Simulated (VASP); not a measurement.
A cell of FePt (L1_0) near equilibrium:

```yaml
crystal:
  lattice:
    - [2.72794, 0.00000, 0.00000]
    - [0.00000, 2.72794, 0.00000]
    - [0.00000, 0.00000, 3.75704]
  atoms:
    - { symbol: Fe, position: [0.00000, 0.00000, 0.00000], spin: 2.9 }
    - { symbol: Pt, position: [0.50000, 0.50000, 0.50000], spin: 0.3 }
```

Method: PBE GGA, VASP's PBE PAW potentials (set 64) (plane waves; VASP).

```tsv
run	ΔE (meV/atom)	σxx	σyy	σzz	largest shear component, with its sign (GPa)	largest force (eV/Å)	moment (μB)
as it is	0.0	0.39	0.39	0.12	0.00	0.000	3.30
after one change	35.8	14.38	14.38	14.82	0.00	0.000	3.17
```
Stress is in GPa, positive when the cell is compressed.

### Question
Name the change that produced these shifts.
(A) biaxial strain of -2.0 % in the yz plane
(B) isotropic strain of -2.0 %
(C) isotropic strain of -0.5 %
(D) isotropic strain of +0.5 %

### Answer
B, isotropic strain of -2.0 %

The compound is FePt in the L1_0 structure. The spin order is the one that the start imposed; others were not tried in this run.
